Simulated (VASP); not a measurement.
A run of VASP 6.6.1 is set up as follows.

The input INCAR:

```
SYSTEM = NbGa
PREC = Accurate ; ENCUT = 520
EDIFF = 1E-6 ; ISMEAR = 0
SIGMA = 0.1 ; LREAL = .FALSE.
LASPH = .TRUE. ; NELM = 100
ALGO = Normal ; ISIF = 2
LWAVE = .FALSE. ; LCHARG = .FALSE.
GGA = PE ; NBANDS = 20
```

Contents of KPOINTS:

```
regular mesh
0
G
  9 9 4
  0 0 0
```

File POSCAR:

```
NbGa
1.0
    2.8413599840      0.0000000000      0.0000000000
   -1.4206799920      2.4606899274      0.0000000000
    0.0000000000      0.0000000000      5.1182440545
Ga Nb
1 1
Direct
    0.0000000000      0.0000000000      0.0000000000
    0.3333333300      0.6666666700      0.5000000000
```

Potentials or basis: VASP PAW PBE potentials, release 64 (Ga_d, Nb_sv).

Command:

```console
$ cat potpaw_PBE.64/Ga_d/POTCAR potpaw_PBE.64/Nb_sv/POTCAR > POTCAR
$ mpirun -np 1 vasp_std > vasp.out
```

Q: Estimate the band gap on the k mesh.

A: None (metal or under the smearing width).

Q: Estimate the pressure.

A: -2.2 GPa.

Stress tensor (GPa, compression positive):
```
  6.70   0.00   0.00
  0.00   6.70   0.00
  0.00   0.00 -20.09
```
